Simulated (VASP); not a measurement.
All values below come from PBE GGA with D3 dispersion (zero damping), VASP's PBE PAW potentials (set 64) (plane waves; VASP).

A VASP calculation is set up with these files.

### INCAR
```
! general
SYSTEM = Mg
PREC   = Accurate
ENCUT  = 520
LREAL  = .False.
LASPH  = .True.

! electronic loop
EDIFF  = 1E-7
NELM   = 100
ALGO   = Normal

! smearing
ISMEAR = -5

! functional
GGA    = PE
IVDW   = 11

! ions
ISIF   = 2

! output
LWAVE  = .False.
LCHARG = .True.
LORBIT = 11
NEDOS  = 601
```

**POSCAR**
```
Mg
1
    1.5847533818    -2.7448738112     0.0000000000
    1.5847533818     2.7448738112     0.0000000000
    0.0000000000     0.0000000000     5.0526397841
Mg
2
Direct
  0.3333330000   0.6666670000   0.2500000000
  0.6666670000   0.3333330000   0.7500000000
```

KPOINTS:
```
Automatic mesh
0
Gamma
15 15 8
0 0 0
```

POTCAR, in this order: Mg (PBE.64 set). Program: vasp_std.

What VASP printed:

**OSZICAR**
```
       N       E                     dE             d eps       ncg     rms          rms(c)
DAV:   1    -0.727268532119E-01   -0.72727E-01   -0.13552E+03  1620   0.482E+02
DAV:   2    -0.299488238614E+01   -0.29222E+01   -0.28466E+01  2160   0.291E+01
DAV:   3    -0.301776300526E+01   -0.22881E-01   -0.22616E-01  2238   0.327E+00
DAV:   4    -0.301782987939E+01   -0.66874E-04   -0.69225E-04  2220   0.146E-01
DAV:   5    -0.301783023421E+01   -0.35483E-06   -0.37323E-06  2244   0.885E-03    0.973E-01
DAV:   6    -0.301136148847E+01    0.64687E-02   -0.48837E-04  1962   0.270E-01    0.623E-01
DAV:   7    -0.300387254625E+01    0.74889E-02   -0.18971E-03  1752   0.462E-01    0.337E-02
DAV:   8    -0.300389197260E+01   -0.19426E-04   -0.11970E-05  2562   0.312E-02    0.755E-03
DAV:   9    -0.300389685148E+01   -0.48789E-05   -0.12355E-06  1914   0.791E-03    0.649E-04
DAV:  10    -0.300389690007E+01   -0.48595E-07   -0.46947E-09  1434   0.660E-04
   1 F= -.34222563E+01 E0= -.34222563E+01  d E =0.000000E+00
```

OUTCAR:
```
------------------------ aborting loop because EDIFF is reached ----------------------------------------
 Edisp (eV)   -0.41836
  FORCE on cell =-STRESS in cart. coord.  units (eV):
  Direction    XX          YY          ZZ          XY          YZ          ZX
  --------------------------------------------------------------------------------------
  Total      -0.06850    -0.06850     0.06433     0.00000     0.00000     0.00000
  in kB      -2.49687    -2.49687     2.34461     0.00000     0.00000     0.00000
  external pressure =       -0.88 kB  Pullay stress =        0.00 kB
  volume of cell :       43.96
      direct lattice vectors                 reciprocal lattice vectors
     1.584753382 -2.744873811  0.000000000     0.315506505 -0.182157736  0.000000000
     1.584753382  2.744873811  0.000000000     0.315506505  0.182157736  0.000000000
     0.000000000  0.000000000  5.052639784     0.000000000  0.000000000  0.197916345
 POSITION                                       TOTAL-FORCE (eV/Angst)
 -----------------------------------------------------------------------------------
      1.58475      0.91496      1.26316        -0.000000     -0.000000      0.000000
      1.58475     -0.91496      3.78948         0.000000      0.000000      0.000000
 -----------------------------------------------------------------------------------
    total drift:                               -0.000001     -0.000006      0.000001
  FREE ENERGIE OF THE ION-ELECTRON SYSTEM (eV)
  ---------------------------------------------------
  free  energy   TOTEN  =        -3.4222563218 eV

  energy  without entropy=       -3.4222563218  energy(sigma->0) =       -3.42225632

 total charge

# of ion       s       p       d       tot
------------------------------------------
    1        0.207   0.136   0.012   0.356
    2        0.207   0.136   0.012   0.356
--------------------------------------------------
tot          0.414   0.273   0.025   0.711
```
(Selected blocks of OUTCAR.)

For a metal the tetrahedron method with Blöchl corrections gives inexact stress and forces.

The compound is Mg in the hcp structure. It was relaxed first, which changed the volume by -5 %.
